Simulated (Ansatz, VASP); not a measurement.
# SrCl2 in two plane-wave programs, part 3 of 3

Wanted: the spread between two codes on one cell, functional and k mesh. The cell is taken from a series of runs on this material, whose earlier steps may have relaxed, scaled, displaced or heated it; both programs get it as it stands.

VASP 6.6.1 and Ansatz 0.2.0.

So far: The structure; Ansatz: zone-centre phonons, PBE; VASP: zone-centre phonons, PBE.

## 3. VASP: zone-centre phonons, PBE (continued)

Level of this step: PBE; plane waves and PAW (Sr_sv, Cl) (VASP).

Numbers of over 12 decimals in the logs are rounded to 6 here.

From OUTCAR (step 3):

```text
ion  position               nearest neighbor table
   1  0.000  0.000  0.000-   3 3.06   3 3.06   3 3.06   2 3.06   3 3.06   2 3.06   2 3.06   2 3.06

  LATTYP: Found a face centered cubic cell.
 ALAT       =     7.0759898502

 Subroutine GETGRP returns: Found 48 space group operations
 (whereof 48 operations were pure point group operations)

The static configuration has the point symmetry O_h .

 Found     16 irreducible k-points:

   k-points           NKPTS =     16   k-points in BZ     NKDIM =     16   number of bands    NBANDS=     18

   dimension x,y,z NGX =    36 NGY =   36 NGZ =   36
   dimension x,y,z NGXF=    72 NGYF=   72 NGZF=   72

   ENCUT  =  500.0 eV  36.75 Ry    6.06 a.u.   9.12  9.12  9.12*2*pi/ulx,y,z

   NELECT =      24.0000    total number of electrons

 k-points in reciprocal lattice and weights: Automatic mesh
   0.00000000  0.00000000  0.00000000       0.005
   0.16666667  0.00000000  0.00000000       0.037
   0.33333333  0.00000000  0.00000000       0.037
   0.50000000  0.00000000  0.00000000       0.019
   0.16666667  0.16666667  0.00000000       0.028
   0.33333333  0.16666667  0.00000000       0.111
   0.50000000  0.16666667  0.00000000       0.111
  -0.33333333  0.16666667  0.00000000       0.111
  -0.16666667  0.16666667  0.00000000       0.056
[...]
-0.33333333  0.33333333  0.16666667       0.111
  -0.33333333  0.50000000  0.16666667       0.056

 average (electrostatic) potential at core
       1 -39.1819       2 -93.3409       3 -93.3409

  Total       -0.2376830     -0.2376830     -0.2376830     -0.0000000      0.0000000      0.0000000
  in kB       -4.2993916     -4.2993916     -4.2993916     -0.0000000      0.0000000      0.0000000
  external PRESSURE =      -4.2993916 kB  Pullay stress =       0.0000000 kB

  energy-cutoff  :      500.00
  volume of cell :       88.57
      direct lattice vectors                 reciprocal lattice vectors
     0.000000000  3.537994925  3.537994925    -0.141322984  0.141322984  0.141322984
     3.537994925  0.000000000  3.537994925     0.141322984 -0.141322984  0.141322984
     3.537994925  3.537994925  0.000000000     0.141322984  0.141322984 -0.141322984

 POSITION                                       TOTAL-FORCE (eV/Angst)
 -----------------------------------------------------------------------------------
      0.00000      0.00000      0.00000         0.000000     -0.000000      0.000000
      1.76900      1.76900      1.76900        -0.000000     -0.000000     -0.000000
      5.30699      5.30699      5.30699         0.000000      0.000000      0.000000
 -----------------------------------------------------------------------------------
    total drift:                                0.000000      0.000000      0.000000

 MACROSCOPIC STATIC DIELECTRIC TENSOR (including local field effects in DFT)
 ------------------------------------------------------
           2.864085     0.000000     0.000000
          -0.000000     2.864085     0.000000
          -0.000000    -0.000000     2.864085
 ------------------------------------------------------

 PIEZOELECTRIC TENSOR (including local field effects)  for field in x, y, z        (C/m^2)
          XX          YY          ZZ          XY          YZ          ZX
  --------------------------------------------------------------------------------
  x     0.00000     0.00000     0.00000     0.00000     0.00000     0.00000
  y     0.00000     0.00000     0.00000     0.00000     0.00000     0.00000
  z     0.00000     0.00000     0.00000     0.00000     0.00000     0.00000

 BORN EFFECTIVE CHARGES (including local field effects) (in |e|, cummulative output)
 ---------------------------------------------------------------------------------
 ion    1
    1     2.49917     0.00000     0.00000
    2     0.00000     2.49917     0.00000
    3     0.00000     0.00000     2.49917
 ion    2
    1    -1.24958     0.00000     0.00000
    2     0.00000    -1.24958     0.00000
    3     0.00000     0.00000    -1.24958
 ion    3
    1    -1.24958     0.00000     0.00000
    2     0.00000    -1.24958     0.00000
    3     0.00000     0.00000    -1.24958

 Eigenvectors and eigenvalues of the dynamical matrix
 ----------------------------------------------------

   1 f  =    5.036339 THz    31.644254 2PiTHz  167.994201 cm-1    20.828617 meV
             X         Y         Z           dx          dy          dz
      0.000000  0.000000  0.000000    -0.000000   -0.000000    0.000000
      1.768997  1.768997  1.768997    -0.276009   -0.647927    0.063316
      5.306992  5.306992  5.306992     0.276009    0.647927   -0.063316

   2 f  =    5.036339 THz    31.644254 2PiTHz  167.994201 cm-1    20.828617 meV
             X         Y         Z           dx          dy          dz
      0.000000  0.000000  0.000000    -0.000000   -0.000000    0.000000
      1.768997  1.768997  1.768997     0.009255    0.064860    0.704065
      5.306992  5.306992  5.306992    -0.009255   -0.064860   -0.704065

   3 f  =    5.036339 THz    31.644254 2PiTHz  167.994201 cm-1    20.828617 meV
             X         Y         Z           dx          dy          dz
      0.000000  0.000000  0.000000    -0.000000   -0.000000    0.000000
      1.768997  1.768997  1.768997     0.650948   -0.275651    0.016837
      5.306992  5.306992  5.306992    -0.650948    0.275651   -0.016837

   4 f  =    3.664161 THz    23.022604 2PiTHz  122.223261 cm-1    15.153746 meV
             X         Y         Z           dx          dy          dz
      0.000000  0.000000  0.000000     0.227039    0.119861    0.616454
      1.768997  1.768997  1.768997    -0.178951   -0.094475   -0.485888
      5.306992  5.306992  5.306992    -0.178951   -0.094475   -0.485888

   5 f  =    3.664161 THz    23.022604 2PiTHz  122.223261 cm-1    15.153746 meV
             X         Y         Z           dx          dy          dz
      0.000000  0.000000  0.000000     0.312190   -0.590310   -0.000201
      1.768997  1.768997  1.768997    -0.246067    0.465281    0.000158
      5.306992  5.306992  5.306992    -0.246067    0.465281    0.000158

   6 f  =    3.664161 THz    23.022604 2PiTHz  122.223261 cm-1    15.153746 meV
             X         Y         Z           dx          dy          dz
      0.000000  0.000000  0.000000    -0.544903   -0.288263    0.256736
      1.768997  1.768997  1.768997     0.429492    0.227209   -0.202359
      5.306992  5.306992  5.306992     0.429492    0.227209   -0.202359

   7 f/i=    0.004992 THz     0.031367 2PiTHz    0.166525 cm-1     0.020646 meV
             X         Y         Z           dx          dy          dz
      0.000000  0.000000  0.000000    -0.605509   -0.155151    0.404176
      1.768997  1.768997  1.768997    -0.384110   -0.098421    0.256393
      5.306992  5.306992  5.306992    -0.384110   -0.098421    0.256393

   8 f/i=    0.004992 THz     0.031367 2PiTHz    0.166525 cm-1     0.020646 meV
             X         Y         Z           dx          dy          dz
      0.000000  0.000000  0.000000     0.312655    0.323968    0.592759
      1.768997  1.768997  1.768997     0.198335    0.205512    0.376022
      5.306992  5.306992  5.306992     0.198335    0.205512    0.376022

   9 f/i=    0.004992 THz     0.031367 2PiTHz    0.166525 cm-1     0.020646 meV
             X         Y         Z           dx          dy          dz
      0.000000  0.000000  0.000000     0.299462   -0.651954    0.198368
      1.768997  1.768997  1.768997     0.189966   -0.413573    0.125836
      5.306992  5.306992  5.306992     0.189966   -0.413573    0.125836

 MACROSCOPIC STATIC DIELECTRIC TENSOR IONIC CONTRIBUTION
 ------------------------------------------------------
           5.933950    -0.000000    -0.000000
          -0.000000     5.933950    -0.000000
          -0.000000    -0.000000     5.933950
 ------------------------------------------------------

 ELASTIC MODULI CONTR FROM IONIC RELAXATION (kBar)
 Direction    XX          YY          ZZ          XY          YZ          ZX
 --------------------------------------------------------------------------------
 XX          -0.0000      0.0000      0.0000      0.0000     -0.0000      0.0000
 YY           0.0000     -0.0000      0.0000      0.0000      0.0000     -0.0000
 ZZ           0.0000      0.0000     -0.0000     -0.0000      0.0000      0.0000
 XY           0.0000      0.0000     -0.0000    -32.1080      0.0000      0.0000
 YZ          -0.0000      0.0000      0.0000      0.0000    -32.1080      0.0000
 ZX           0.0000     -0.0000      0.0000      0.0000      0.0000    -32.1080
 --------------------------------------------------------------------------------

 PIEZOELECTRIC TENSOR IONIC CONTR  for field in x, y, z        (C/m^2)
          XX          YY          ZZ          XY          YZ          ZX
  --------------------------------------------------------------------------------
  x     0.00000     0.00000    -0.00000    -0.00000     0.00000     0.00000
  y     0.00000    -0.00000     0.00000     0.00000     0.00000    -0.00000
  z     0.00000    -0.00000     0.00000     0.00000     0.00000    -0.00000
```

## 4. Comparison

Known differences besides the potentials themselves: fixed occupations in Ansatz, narrow Gaussian smearing in VASP; VASP's run holds the zone centre alone; the cutoff is 420 eV in Ansatz and 500 eV in VASP. Total energies have different zeros and are not compared.

Compared:

```
                                     quantity  Ansatz   VASP  difference
                                        ε∞ xx    2.86   2.86     -0.23 %
                                        ε∞ yy    2.86   2.86     -0.23 %
                                        ε∞ zz    2.86   2.86     -0.23 %
Born charge of Sr1 (mean of the diagonal) (e)    2.50   2.50        0.00
Born charge of Cl2 (mean of the diagonal) (e)   -1.25  -1.25        0.00
                   optical mode 1 to 3 (cm⁻¹)   120.3  122.2     -1.57 %
                   optical mode 4 to 6 (cm⁻¹)   166.7  168.0     -0.79 %
```

Modes are paired by rising frequency, not by their patterns, so a pair may set unlike modes beside each other; they are those without the splitting of longitudinal modes.

## 5. Outcome

| Property | Result |
| --- | --- |
| r.m.s. difference of the optical zone-centre modes, each program's sorted by frequency (zone-centre phonons, PBE) | 1.6 cm⁻¹ |
| difference in optical mode 1 to 3 (zone-centre phonons, PBE) | -1.6 % |

The r.m.s. difference of the optical zone-centre modes, each program's sorted by frequency is 1.6 cm⁻¹ (zone-centre phonons, PBE). Among the rows given in per cent, the largest difference of the zone-centre phonons, PBE pair is in optical mode 1 to 3, -1.6 %. How closely two codes agree says nothing of how well the functional describes the real material.

[Lines on the potential files, build, host, timing and source positions are cut from VASP's logs without a mark.]

[Logs are printed without paths, hosts, clocks, repeated set-up lines and the standing remarks that a program may print on its own settings, such as how far it seeks lower states.]

[Hosts, paths, dates, database ids (printed as entryN), source tags and the programs' standing remarks are cut or masked in the printed files.]
